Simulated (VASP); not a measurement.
Computed with LDA (Ceperley-Alder, Perdew-Zunger), VASP's LDA PAW potentials (set 64) (plane waves; VASP).

Input for VASP

File POSCAR:
```
NiSi2
3.8086960
  1.0000000000   0.0000000000   0.0000000000
 -1.0000000000   1.0000000000   0.0000000000
  0.0000000000   0.0000000000   5.1004333242
Ni Si
4 8
Cartesian
  0.0059130000   0.0058570000   2.3797193769
  0.5008640000   0.5131250000   1.6629452810
 -0.0014720000  -0.0015180000   3.7587031330
  0.5182130000   0.5057060000   3.0825131851
  0.4892810000  -0.0037890000   2.0219443810
 -0.0014210000   0.5035780000   2.0195420769
 -0.0154940000   0.4916860000   1.3112908050
  0.5106550000   0.0081860000   1.3243938183
  0.4971760000  -0.0152030000   3.4295466685
  0.0023220000   0.4901810000   3.4390946796
 -0.0009890000   0.5106700000   2.7314758616
  0.4949540000  -0.0084800000   2.7342862003
```

INCAR:
```
LORBIT  =  11   ! lm-projected
LASPH  =  .TRUE.   ! aspherical one-centre terms
LMAXMIX  =  4
SIGMA  =  0.1
NEDOS  =  601
ISMEAR  =  -1   ! Fermi-Dirac
NELM  =  100   ! most electronic steps
ENCUT  =  300
LWAVE  =  .FALSE.
PREC  =  Accurate
ALGO  =  Normal
LCHARG  =  .FALSE.
LREAL  =  .FALSE.   ! projection in real space or not
ISIF  =  2   ! forces and stress, cell fixed
EDIFF  =  1E-6   ! SCF stop (eV)
SYSTEM  =  NiSi2
```

**KPOINTS**
```
Automatic mesh
0
Gamma
15 11 1
0 0 0
```

POTCAR, in this order: Ni Si (LDA.64 set). Program: vasp_std.

Output

### OSZICAR
```
       N       E                     dE             d eps       ncg     rms          rms(c)
DAV:   1     0.364445336516E+03    0.36445E+03   -0.21981E+04  7298   0.102E+03
DAV:   2    -0.465399711998E+02   -0.41099E+03   -0.40058E+03  7579   0.292E+02
DAV:   3    -0.819334400787E+02   -0.35393E+02   -0.34612E+02  8331   0.106E+02
DAV:   4    -0.835280153853E+02   -0.15946E+01   -0.15802E+01  9716   0.209E+01
DAV:   5    -0.835868570672E+02   -0.58842E-01   -0.58766E-01  9971   0.369E+00    0.306E+01
DAV:   6    -0.100685637409E+03   -0.17099E+02   -0.34711E+02  9629   0.210E+02    0.469E+01
DAV:   7    -0.781788204171E+02    0.22507E+02   -0.83891E+01  9436   0.121E+02    0.160E+01
DAV:   8    -0.770809056553E+02    0.10979E+01   -0.49664E+01 11380   0.950E+01    0.126E+01
DAV:   9    -0.775690285472E+02   -0.48812E+00   -0.39129E+01 10476   0.828E+01    0.156E+01
DAV:  10    -0.774352659064E+02    0.13376E+00   -0.29797E+01 10812   0.554E+01    0.121E+01
DAV:  11    -0.758406071802E+02    0.15947E+01   -0.67589E+00 11331   0.479E+01    0.405E+00
DAV:  12    -0.758368421959E+02    0.37650E-02   -0.11294E+00  9652   0.105E+01    0.279E+00
DAV:  13    -0.758350471301E+02    0.17951E-02   -0.94439E-02  8400   0.279E+00    0.253E+00
DAV:  14    -0.758471897312E+02   -0.12143E-01   -0.12657E-02 11721   0.161E+00    0.274E+00
DAV:  15    -0.758437236528E+02    0.34661E-02   -0.89142E-03 11260   0.192E+00    0.261E+00
DAV:  16    -0.757954864842E+02    0.48237E-01   -0.14523E-01 11420   0.601E+00    0.994E-01
DAV:  17    -0.757961886912E+02   -0.70221E-03   -0.21573E-02  7857   0.808E-01    0.942E-01
DAV:  18    -0.757958077043E+02    0.38099E-03   -0.97146E-04  9194   0.266E-01    0.893E-01
DAV:  19    -0.757943928314E+02    0.14149E-02   -0.98079E-04 10441   0.303E-01    0.671E-01
DAV:  20    -0.757933318888E+02    0.10609E-02   -0.61681E-03 10612   0.851E-01    0.252E-01
DAV:  21    -0.757933639256E+02   -0.32037E-04   -0.63461E-04  8270   0.196E-01    0.226E-01
DAV:  22    -0.757934576424E+02   -0.93717E-04   -0.13525E-04 10810   0.130E-01    0.184E-01
DAV:  23    -0.757936900289E+02   -0.23239E-03   -0.13754E-03 10642   0.395E-01    0.122E-01
DAV:  24    -0.757940137589E+02   -0.32373E-03   -0.49285E-04  9821   0.149E-01    0.147E-01
DAV:  25    -0.757941042009E+02   -0.90442E-04   -0.40692E-05  8027   0.516E-02    0.117E-01
DAV:  26    -0.757942181958E+02   -0.11399E-03   -0.11155E-04 10314   0.109E-01    0.596E-02
DAV:  27    -0.757942460921E+02   -0.27896E-04   -0.38212E-05  9984   0.626E-02    0.438E-02
DAV:  28    -0.757942682010E+02   -0.22109E-04   -0.22981E-05  9217   0.515E-02    0.293E-02
DAV:  29    -0.757942843345E+02   -0.16133E-04   -0.10204E-05  7084   0.285E-02    0.939E-03
DAV:  30    -0.757942890696E+02   -0.47351E-05   -0.27827E-06  5528   0.133E-02    0.431E-03
DAV:  31    -0.757942900863E+02   -0.10167E-05   -0.82075E-07  4271   0.517E-03    0.531E-03
DAV:  32    -0.757942908914E+02   -0.80508E-06   -0.41784E-07  4582   0.614E-03
   1 F= -.75794291E+02 E0= -.75726396E+02  d E =-.135789E+00
```

OUTCAR:
```
------------------------ aborting loop because EDIFF is reached ----------------------------------------
  FORCE on cell =-STRESS in cart. coord.  units (eV):
  Direction    XX          YY          ZZ          XY          YZ          ZX
  --------------------------------------------------------------------------------------
  Total       -6.6679420     -5.9997033     -3.0196710      0.0664989      0.2305068     -0.8490402
  in kB      -37.9111003    -34.1117776    -17.1685735      0.3780846      1.3105642     -4.8272837
  external PRESSURE =     -29.7304838 kB  Pullay stress =       0.0000000 kB
  volume of cell :      281.80
      direct lattice vectors                 reciprocal lattice vectors
     3.808696000  0.000000000  0.000000000     0.262557054  0.262557054  0.000000000
    -3.808696000  3.808696000  0.000000000     0.000000000  0.262557054  0.000000000
     0.000000000  0.000000000 19.426000000     0.000000000  0.000000000  0.051477401
 POSITION                                       TOTAL-FORCE (eV/Angst)
 -----------------------------------------------------------------------------------
      0.02252      0.02231      9.06363        -0.520697      0.065114     -0.261231
     -1.90106      1.95434      6.33365        -0.325359     -0.337747      1.297432
     -0.00561      3.80291     14.31576         0.005662     -0.199866     -1.246871
     -1.83498      1.92608     11.74036        -0.672283     -0.702693     -0.799923
     -1.94517      3.79426      7.70097         0.368133      0.368711      0.134987
     -0.00541      1.91798      7.69182        -0.045173     -0.047476      0.133171
     -0.05901      1.87268      4.99431         0.497484      0.065433     -0.304108
      1.94493      0.03118      5.04421        -0.146452     -0.018687     -0.448392
     -1.91510      3.75079     13.06210         0.096975      0.507582      1.075221
      0.00884      1.86695     13.09847         0.192365      0.160143      0.760558
     -0.00377      1.94499     10.40336         0.308270     -0.336058     -0.128144
     -1.92357      3.77640     10.41406         0.241074      0.475543     -0.212700
 -----------------------------------------------------------------------------------
    total drift:                               -0.001846      0.000914     -0.004059
  FREE ENERGIE OF THE ION-ELECTRON SYSTEM (eV)
  ---------------------------------------------------
  free  energy   TOTEN  =       -75.7942908914 eV

  energy  without entropy=      -75.6585019914  energy(sigma->0) =      -75.72639644

 total charge

# of ion       s       p       d       tot
------------------------------------------
    1        0.570   0.810   8.452   9.832
    2        0.570   0.778   8.503   9.851
    3        0.499   0.408   8.499   9.406
    4        0.587   0.828   8.465   9.880
    5        0.750   0.855   0.000   1.605
    6        0.750   0.852   0.000   1.602
    7        0.828   0.765   0.000   1.593
    8        0.823   0.777   0.000   1.600
    9        0.761   0.859   0.000   1.620
   10        0.764   0.856   0.000   1.620
   11        0.743   0.865   0.000   1.608
   12        0.741   0.867   0.000   1.608
--------------------------------------------------
tot          8.384   9.521  33.920  51.825
```
(Selected blocks of OUTCAR.)

At this cut-off the stress carries a Pulay error, which pulls relaxed volumes low. The cell holds a wide vacuum, so values per volume refer to the whole cell.

The cell is a sheet with vacuum, built from a database entry that may be metastable or hypothetical. The run is not spin-polarised, so no magnetic state was tried.
